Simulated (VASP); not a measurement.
Data:

```
CELL_PARAMETERS angstrom
      3.86344     0.00000     0.00000
      0.00000     3.86344     0.00000
      0.00000     0.00000    25.93768
ATOMIC_POSITIONS crystal
  Mg 0.00000 0.50000 0.34201
  Mg 0.50000 0.00000 0.44734
  Mg 0.00000 0.50000 0.55266
  Mg 0.50000 0.00000 0.65799
  Se 0.00000 0.50000 0.44734
  Se 0.50000 0.00000 0.34201
  Se 0.00000 0.50000 0.65799
  Se 0.50000 0.00000 0.55266
```

All values below come from r2SCAN meta-GGA, VASP's PBE PAW potentials (set 64) (plane waves; VASP 6.6.1). Run with PREC = Normal, EDIFF = 1E-5, 400 eV cut-off, 5×5×1 Γ-centred mesh, Gaussian smearing of 0.050 eV, potentials Mg Se.

Q: The ions are relaxed. Predict the relaxed structure.

A: 
```
CELL_PARAMETERS angstrom
      3.86344     0.00000     0.00000
      0.00000     3.86344     0.00000
      0.00000     0.00000    25.93768
ATOMIC_POSITIONS crystal
  Mg 0.00000 0.50000 0.34828
  Mg 0.50000 0.00000 0.44293
  Mg 0.00000 0.50000 0.55707
  Mg 0.50000 0.00000 0.65172
  Se 0.00000 0.50000 0.44910
  Se 0.50000 0.00000 0.33772
  Se 0.00000 0.50000 0.66228
  Se 0.50000 0.00000 0.55090
```

Q: How much energy does the relaxation gain?

A: The energy (σ→0) changes by -20.1 meV/atom, in 9 ionic steps.

```tsv
step	E(σ→0) (eV)	max force (eV/Å)	pressure (GPa)	volume (Å³)
1	-84.6051	0.591	-0.30	387.15
2	-84.6523	0.492	-0.84	387.15
3	-84.7158	0.339	-0.87	387.15
4	-84.7174	0.306	-0.86	387.15
5	-84.7396	0.247	-0.87	387.15
6	-84.7587	0.127	-0.90	387.15
7	-84.7591	0.135	-0.90	387.15
8	-84.7653	0.053	-0.83	387.15
9	-84.7659	0.028	-0.79	387.15
```

The cell is a thin slab with vacuum, built from MgSe (rock salt): (100) face.
